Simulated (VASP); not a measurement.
Output of a VASP run:

OUTCAR:
```
 ion  position               nearest neighbor table
   1  0.000  0.000  0.000-  41 1.90  72 1.90  49 1.90  38 1.90  17 3.09  34 3.09  13 3.09   5 3.09
                            26 3.09   9 3.09   3 3.10  36 3.10  28 3.10   4 3.10  37 3.10  12 3.10
   2  0.000  0.000  0.500-  40 1.88  63 1.90  39 1.90  71 1.94  18 3.08  10 3.09  14 3.09   6 3.09
                            27 3.09   4 3.10  37 3.10  12 3.10  36 3.10   3 3.10  28 3.10  35 3.13
   3  0.222  0.111  0.750-  54 1.86  40 1.87  38 1.89  50 1.89  19 3.08  36 3.09   7 3.09  28 3.09
                            11 3.09  15 3.09  17 3.10   1 3.10  13 3.10   2 3.10  14 3.10  18 3.12
   4  0.111  0.222  0.250-  41 1.89  39 1.89  43 1.89  55 1.92  18 3.06  37 3.09  16 3.09  29 3.09
                            12 3.09  20 3.09   8 3.09   2 3.10   6 3.10   1 3.10  17 3.10   5 3.10
   5  0.000  0.333  0.000-  64 1.90  41 1.90  45 1.90  42 1.90  26 3.09   1 3.09  30 3.09  17 3.09
                            22 3.09   9 3.09  28 3.10   7 3.10  32 3.10  29 3.10   4 3.10   8 3.10
   6  0.000  0.333  0.500-  44 1.85  63 1.90  43 1.90  67 1.91  18 3.06  31 3.06  27 3.09   2 3.09
                            23 3.09  10 3.09  29 3.10   4 3.10   8 3.10   7 3.10  28 3.10  32 3.10
   7  0.222  0.444  0.750-  44 1.88  42 1.89  57 1.89  54 1.91  28 3.09   3 3.09  32 3.09  24 3.09
                            11 3.09   5 3.10  17 3.10  22 3.10   6 3.10  23 3.10  18 3.11  19 3.12
   8  0.111  0.556  0.250-  45 1.89  58 1.89  47 1.89  43 1.89  25 3.09  20 3.09  12 3.09  33 3.09
                            29 3.09   4 3.09  23 3.10  10 3.10   6 3.10  22 3.10   9 3.10   5 3.10
   9  0.000  0.667  0.000-  49 1.90  68 1.90  45 1.90  46 1.90  13 3.09  22 3.09  34 3.09   1 3.09
                            30 3.09   5 3.09  11 3.10  36 3.10  32 3.10  12 3.10  33 3.10   8 3.10
  10  0.000  0.667  0.500-  71 1.88  48 1.90  47 1.90  67 1.95  14 3.09   2 3.09  23 3.09   6 3.09
                            12 3.10  33 3.10   8 3.10  11 3.10  36 3.10  32 3.10  31 3.12  35 3.12
  11  0.222  0.778  0.750-  48 1.89  46 1.89  50 1.89  57 1.89   3 3.09  36 3.09  32 3.09  15 3.09
                             7 3.09  24 3.09   9 3.10  13 3.10  22 3.10  14 3.10  10 3.10  23 3.10
  12  0.111  0.889  0.250-  49 1.89  47 1.89  51 1.89  39 1.89  16 3.09  33 3.09  25 3.09   8 3.09
                             4 3.09  37 3.09  10 3.10  14 3.10   2 3.10  13 3.10   9 3.10   1 3.10
  13  0.333  0.000  0.000-  49 1.90  53 1.90  60 1.90  50 1.90   9 3.09  17 3.09  22 3.09   1 3.09
                            30 3.09  26 3.09  11 3.10   3 3.10  15 3.10  12 3.10  16 3.10  25 3.10
  14  0.333  0.000  0.500-  52 1.86  48 1.90  51 1.90  40 1.95  31 3.07  10 3.09  23 3.09   2 3.09
                            27 3.09  16 3.10  12 3.10  25 3.10  11 3.10   3 3.10  15 3.10  18 3.11
  15  0.556  0.111  0.750-  65 1.89  61 1.89  50 1.89  52 1.93  19 3.05  32 3.09  28 3.09  24 3.09
                            11 3.09   3 3.09  30 3.10  26 3.10  13 3.10  27 3.10  14 3.10  31 3.11
  16  0.444  0.222  0.250-  55 1.85  53 1.89  51 1.89  66 1.93  31 3.07  18 3.09  12 3.09   4 3.09
                            25 3.09  33 3.09  20 3.09  29 3.09  14 3.10  13 3.10  17 3.10  30 3.10
  17  0.333  0.333  0.000-  54 1.87  41 1.90  53 1.90  56 1.90  19 3.06   1 3.09  13 3.09   5 3.09
                            34 3.09  30 3.09  22 3.09   3 3.10   7 3.10   4 3.10  16 3.10  20 3.10
  18  0.330  0.333  0.497-  55 1.89  40 1.90  44 1.91  21 1.97   4 3.06   6 3.06  20 3.07  35 3.07
                             2 3.08  23 3.08  16 3.09  14 3.11   7 3.11   3 3.12
  19  0.556  0.440  0.755-  65 1.85  69 1.89  54 1.93  21 1.94  30 3.03  15 3.05  17 3.06  32 3.07
                            34 3.08   3 3.08  36 3.11   7 3.12  24 3.14  35 3.14
  20  0.444  0.556  0.250-  70 1.86  55 1.89  56 1.89  58 1.89  18 3.07  35 3.08  25 3.09   8 3.09
                             4 3.09  37 3.09  16 3.09  33 3.09  23 3.10  22 3.10  17 3.10  34 3.10
  21  0.560  0.444  0.563-  35 1.88  31 1.91  19 1.94  18 1.97
  22  0.333  0.667  0.000-  45 1.90  60 1.90  56 1.90  57 1.90   9 3.09  13 3.09   5 3.09  26 3.09
                            17 3.09  34 3.09  11 3.10   7 3.10  24 3.10   8 3.10  25 3.10  20 3.10
  23  0.333  0.667  0.500-  48 1.90  59 1.90  58 1.90  44 1.93  35 3.07  18 3.08  10 3.09  14 3.09
                            27 3.09   6 3.09   8 3.10  25 3.10  20 3.10  11 3.10  24 3.10   7 3.10
  24  0.556  0.778  0.750-  69 1.85  59 1.88  61 1.89  57 1.89  35 3.09  28 3.09  36 3.09  15 3.09
                             7 3.09  11 3.09  26 3.10  34 3.10  22 3.10  27 3.10  23 3.10  19 3.14
  25  0.444  0.889  0.250-  60 1.89  58 1.89  51 1.89  62 1.89   8 3.09  12 3.09  20 3.09  16 3.09
                            29 3.09  37 3.09  23 3.10  14 3.10  27 3.10  22 3.10  13 3.10  26 3.10
  26  0.667  0.000  0.000-  64 1.90  72 1.90  60 1.90  61 1.90   5 3.09  30 3.09  34 3.09   1 3.09
                            22 3.09  13 3.09  24 3.10  28 3.10  15 3.10  29 3.10  37 3.10  25 3.10
  27  0.667  0.000  0.500-  52 1.87  63 1.90  62 1.90  59 1.93  31 3.04   6 3.09   2 3.09  23 3.09
                            14 3.09  29 3.10  37 3.10  25 3.10  28 3.10  24 3.10  15 3.10  35 3.10
  28  0.889  0.111  0.750-  63 1.89  61 1.89  42 1.89  38 1.89   7 3.09  24 3.09  15 3.09  32 3.09
                             3 3.09  36 3.09   5 3.10  26 3.10   1 3.10   6 3.10  27 3.10   2 3.10
  29  0.778  0.222  0.250-  66 1.87  64 1.89  43 1.89  62 1.89  31 3.04   4 3.09  37 3.09   8 3.09
                            25 3.09  33 3.09  16 3.09  27 3.10   6 3.10   5 3.10  26 3.10  30 3.10
  30  0.667  0.333  0.000-  65 1.86  64 1.90  53 1.90  68 1.90  19 3.03   5 3.09  26 3.09   9 3.09
                            13 3.09  17 3.09  34 3.09  32 3.10  15 3.10  29 3.10  33 3.10  16 3.10
  31  0.667  0.328  0.496-  66 1.85  67 1.88  52 1.91  21 1.91  29 3.04  27 3.04   6 3.06  16 3.07
                            14 3.07  33 3.09  15 3.11  10 3.12  32 3.13  35 3.14
  32  0.889  0.444  0.750-  67 1.86  42 1.89  46 1.89  65 1.92  19 3.07  15 3.09  28 3.09   7 3.09
                            11 3.09  36 3.09  30 3.10   5 3.10   9 3.10   6 3.10  10 3.10  31 3.13
  33  0.778  0.556  0.250-  66 1.88  68 1.89  47 1.89  70 1.92  31 3.09  12 3.09  37 3.09   8 3.09
                            16 3.09  20 3.09  29 3.09  10 3.10   9 3.10  34 3.10  30 3.10  35 3.11
  34  0.667  0.667  0.000-  72 1.90  68 1.90  56 1.90  69 1.93  19 3.08   1 3.09   9 3.09  26 3.09
                            17 3.09  22 3.09  30 3.09  36 3.10  24 3.10  37 3.10  33 3.10  20 3.10
  35  0.662  0.663  0.500-  70 1.87  59 1.87  21 1.88  71 1.96  23 3.07  18 3.07  20 3.08  24 3.09
                            27 3.10  33 3.11  37 3.11  36 3.12  10 3.12   2 3.13  31 3.14  19 3.14
  36  0.889  0.778  0.750-  71 1.85  38 1.89  46 1.89  69 1.93   3 3.09  24 3.09  11 3.09  28 3.09
                            32 3.09   1 3.10  34 3.10   9 3.10   2 3.10  10 3.10  19 3.11  35 3.12
  37  0.778  0.889  0.250-  72 1.89  39 1.89  62 1.89  70 1.94   4 3.09  33 3.09  29 3.09  12 3.09
                            20 3.09  25 3.09   2 3.10  27 3.10   1 3.10  34 3.10  26 3.10  35 3.11
  38  0.000  0.000  0.812-   3 1.89  36 1.89  28 1.89   1 1.90
  39  0.000  0.000  0.312-   4 1.89  37 1.89  12 1.89   2 1.90
  40  0.219  0.114  0.566-   3 1.87   2 1.88  18 1.90  14 1.95
  41  0.111  0.222  0.063-   4 1.89   1 1.90  17 1.90   5 1.90
  42  0.000  0.333  0.812-   7 1.89  28 1.89  32 1.89   5 1.90
  43  0.000  0.333  0.312-  29 1.89   4 1.89   8 1.89   6 1.90
...
```

### OSZICAR
```
...
  28 F= -.50392060E+03 E0= -.50392060E+03  d E =-.120189E-01
       N       E                     dE             d eps       ncg     rms          rms(c)
DAV:   1    -0.503922653279E+03   -0.20558E-02   -0.35810E-01   376   0.149E+00    0.160E-01
RMM:   2    -0.503922787683E+03   -0.13440E-03   -0.57173E-03   364   0.176E-01    0.724E-02
RMM:   3    -0.503922757416E+03    0.30266E-04   -0.12562E-03   369   0.710E-02    0.374E-02
RMM:   4    -0.503922767649E+03   -0.10233E-04   -0.28349E-04   382   0.314E-02    0.165E-02
RMM:   5    -0.503922770674E+03   -0.30253E-05   -0.36258E-05   249   0.128E-02
  29 F= -.50392277E+03 E0= -.50392277E+03  d E =-.141846E-01
       N       E                     dE             d eps       ncg     rms          rms(c)
DAV:   1    -0.503926422777E+03   -0.36551E-02   -0.29610E-01   376   0.136E+00    0.150E-01
RMM:   2    -0.503926509086E+03   -0.86309E-04   -0.48177E-03   364   0.162E-01    0.662E-02
RMM:   3    -0.503926468978E+03    0.40108E-04   -0.11010E-03   369   0.664E-02    0.310E-02
RMM:   4    -0.503926477153E+03   -0.81750E-05   -0.21408E-04   379   0.282E-02    0.143E-02
RMM:   5    -0.503926479389E+03   -0.22359E-05   -0.29051E-05   241   0.115E-02
  30 F= -.50392648E+03 E0= -.50392648E+03  d E =-.370871E-02
       N       E                     dE             d eps       ncg     rms          rms(c)
DAV:   1    -0.503926978491E+03   -0.50134E-03   -0.84845E-02   408   0.726E-01    0.803E-02
RMM:   2    -0.503927005341E+03   -0.26850E-04   -0.14090E-03   364   0.874E-02    0.355E-02
RMM:   3    -0.503926995128E+03    0.10213E-04   -0.32435E-04   369   0.360E-02    0.168E-02
RMM:   4    -0.503926997822E+03   -0.26941E-05   -0.63741E-05   318   0.153E-02
  31 F= -.50392700E+03 E0= -.50392700E+03  d E =-.422715E-02
       N       E                     dE             d eps       ncg     rms          rms(c)
DAV:   1    -0.503928853273E+03   -0.18581E-02   -0.13652E-01   376   0.919E-01    0.964E-02
RMM:   2    -0.503928931630E+03   -0.78356E-04   -0.22606E-03   364   0.110E-01    0.468E-02
RMM:   3    -0.503928928129E+03    0.35000E-05   -0.55303E-04   373   0.448E-02    0.246E-02
RMM:   4    -0.503928930245E+03   -0.21152E-05   -0.10094E-04   375   0.194E-02    0.977E-03
RMM:   5    -0.503928931299E+03   -0.10543E-05   -0.12880E-05   223   0.778E-03
  32 F= -.50392893E+03 E0= -.50392893E+03  d E =-.193348E-02
       N       E                     dE             d eps       ncg     rms          rms(c)
DAV:   1    -0.503929378525E+03   -0.44828E-03   -0.88773E-02   392   0.741E-01    0.776E-02
RMM:   2    -0.503929430969E+03   -0.52444E-04   -0.14872E-03   364   0.893E-02    0.375E-02
RMM:   3    -0.503929429254E+03    0.17150E-05   -0.36423E-04   373   0.364E-02    0.197E-02
RMM:   4    -0.503929430598E+03   -0.13441E-05   -0.66041E-05   320   0.157E-02
  33 F= -.50392943E+03 E0= -.50392943E+03  d E =-.243278E-02
       N       E                     dE             d eps       ncg     rms          rms(c)
DAV:   1    -0.503930597839E+03   -0.11686E-02   -0.13304E-01   364   0.910E-01    0.913E-02
RMM:   2    -0.503930672429E+03   -0.74590E-04   -0.20938E-03   364   0.106E-01    0.446E-02
RMM:   3    -0.503930672291E+03    0.13738E-06   -0.51577E-04   374   0.436E-02    0.233E-02
RMM:   4    -0.503930675952E+03   -0.36608E-05   -0.95997E-05   367   0.187E-02
  34 F= -.50393068E+03 E0= -.50393068E+03  d E =-.124535E-02
```

**OUTCAR**
```
------------------------ aborting loop because EDIFF is reached ----------------------------------------
  FORCE on cell =-STRESS in cart. coord.  units (eV):
  Direction    XX          YY          ZZ          XY          YZ          ZX
  --------------------------------------------------------------------------------------
  Total       51.8919534     50.3071305     26.3300668      0.0687629     -0.2100659      0.0089062
  in kB      110.0247271    106.6644816     55.8267366      0.1457955     -0.4453954      0.0188835
  external PRESSURE =      90.8386484 kB  Pullay stress =       0.0000000 kB
  volume of cell :      755.65
      direct lattice vectors                 reciprocal lattice vectors
     4.640980826 -8.038414841  0.000000000     0.107735847 -0.062201318  0.000000000
     4.640980826  8.038414841  0.000000000     0.107735847  0.062201318  0.000000000
     0.000000000  0.000000000 10.127683409     0.000000000  0.000000000  0.098739263
  FREE ENERGIE OF THE ION-ELECTRON SYSTEM (eV)
  ---------------------------------------------------
  free  energy   TOTEN  =      -503.9306759521 eV

  energy  without entropy=     -503.9306759521  energy(sigma->0) =     -503.93067595

 reached required accuracy - stopping structural energy minimisation
```
(Selected blocks of OUTCAR.)

File POSCAR:
```
C35Si37
1
    4.6409808259    -8.0384148409     0.0000000000
    4.6409808259     8.0384148409     0.0000000000
    0.0000000000     0.0000000000    10.1276834094
Si C
37 35
Direct
  0.0000000000   0.0000000000   0.0000000000
  0.0000000000   0.0000000000   0.5000000000
  0.2222220000   0.1111110000   0.7501800000
  0.1111110000   0.2222220000   0.2501800000
  0.0000000000   0.3333330000   0.0000000000
  0.0000000000   0.3333330000   0.5000000000
  0.2222220000   0.4444440000   0.7501800000
  0.1111110000   0.5555560000   0.2501800000
  0.0000000000   0.6666670000   0.0000000000
  0.0000000000   0.6666670000   0.5000000000
  0.2222220000   0.7777780000   0.7501800000
  0.1111110000   0.8888890000   0.2501800000
  0.3333330000   0.0000000000   0.0000000000
  0.3333330000   0.0000000000   0.5000000000
  0.5555560000   0.1111110000   0.7501800000
  0.4444440000   0.2222220000   0.2501800000
  0.3333330000   0.3333330000   0.0000000000
  0.3300310000   0.3332480000   0.4969770000
  0.5564400000   0.4404130000   0.7549570000
  0.4444440000   0.5555560000   0.2501800000
  0.5604970000   0.4439870000   0.5632650000
  0.3333330000   0.6666670000   0.0000000000
  0.3333330000   0.6666670000   0.5000000000
  0.5555560000   0.7777780000   0.7501800000
  0.4444440000   0.8888890000   0.2501800000
  0.6666670000   0.0000000000   0.0000000000
  0.6666670000   0.0000000000   0.5000000000
  0.8888890000   0.1111110000   0.7501800000
  0.7777780000   0.2222220000   0.2501800000
  0.6666670000   0.3333330000   0.0000000000
  0.6673560000   0.3282370000   0.4960720000
  0.8888890000   0.4444440000   0.7501800000
  0.7777780000   0.5555560000   0.2501800000
  0.6666670000   0.6666670000   0.0000000000
  0.6620530000   0.6634980000   0.5002680000
  0.8888890000   0.7777780000   0.7501800000
  0.7777780000   0.8888890000   0.2501800000
  0.0000000000   0.0000000000   0.8121600000
  0.0000000000   0.0000000000   0.3121600000
  0.2185570000   0.1135390000   0.5656620000
  0.1111110000   0.2222220000   0.0632900000
  0.0000000000   0.3333330000   0.8121600000
  0.0000000000   0.3333330000   0.3121600000
  0.2160780000   0.4405860000   0.5642800000
  0.1111110000   0.5555560000   0.0632900000
  0.0000000000   0.6666670000   0.8121600000
  0.0000000000   0.6666670000   0.3121600000
  0.2222220000   0.7777780000   0.5632900000
  0.1111110000   0.8888890000   0.0632900000
  0.3333330000   0.0000000000   0.8121600000
  0.3333330000   0.0000000000   0.3121600000
  0.5524790000   0.1052940000   0.5598400000
  0.4444440000   0.2222220000   0.0632900000
  0.3282700000   0.3277070000   0.8157270000
  0.3381960000   0.3328560000   0.3101390000
  0.4444440000   0.5555560000   0.0632900000
  0.3333330000   0.6666670000   0.8121600000
  0.3333330000   0.6666670000   0.3121600000
  0.5550960000   0.7745370000   0.5646560000
  0.4444440000   0.8888890000   0.0632900000
  0.6666670000   0.0000000000   0.8121600000
  0.6666670000   0.0000000000   0.3121600000
  0.8888890000   0.1111110000   0.5632900000
  0.7777780000   0.2222220000   0.0632900000
  0.6648630000   0.3314210000   0.8160910000
  0.6715880000   0.3350280000   0.3133510000
  0.8838100000   0.4397160000   0.5667340000
  0.7777780000   0.5555560000   0.0632900000
  0.6608320000   0.6652390000   0.8090590000
  0.6611140000   0.6624310000   0.3158810000
  0.8903860000   0.7744750000   0.5674100000
  0.7777780000   0.8888890000   0.0632900000
```

Q: Reconstruct the remaining input files.

A: One answer among several that fit: the input of the run itself, PBE GGA, plane waves, VASP's PBE PAW potentials (set 64).

### KPOINTS
```
K-points
0
G
 1 1 1
```

**INCAR**
```
! general
SYSTEM=C35Si37
PREC  =Normal
ENCUT =400   ! plane-wave cut-off (eV)
LREAL =Auto
LASPH =.TRUE.   ! aspherical one-centre terms
ISYM  =0
NELECT=290.0

! electronic loop
EDIFF =1E-5   ! SCF stop (eV)
NELM  =100
NELMIN=4
ALGO  =Fast

! smearing
ISMEAR=0
SIGMA =0.05

! functional
GGA   =PE

! ions
IBRION=2
NSW   =60
ISIF  =2   ! forces and stress, cell fixed
EDIFFG=-0.03   ! ionic stop

! output
LWAVE =.FALSE.
LCHARG=.FALSE.
```

POTCAR, in this order: Si C (PBE.64 set). Program: vasp_gam.

At this cut-off the stress carries a Pulay error, which pulls relaxed volumes low. The cell is charged, with a uniform compensating background. The supercell is sampled at Γ alone, which is coarse: total energies, pressure and levels can be off, energies of defects by several tenths of an eV.

The cell is a supercell with a defect, built from SiC (4h): Si_C, charge -2. The run is not spin-polarised, so no state with unpaired spins was tried.
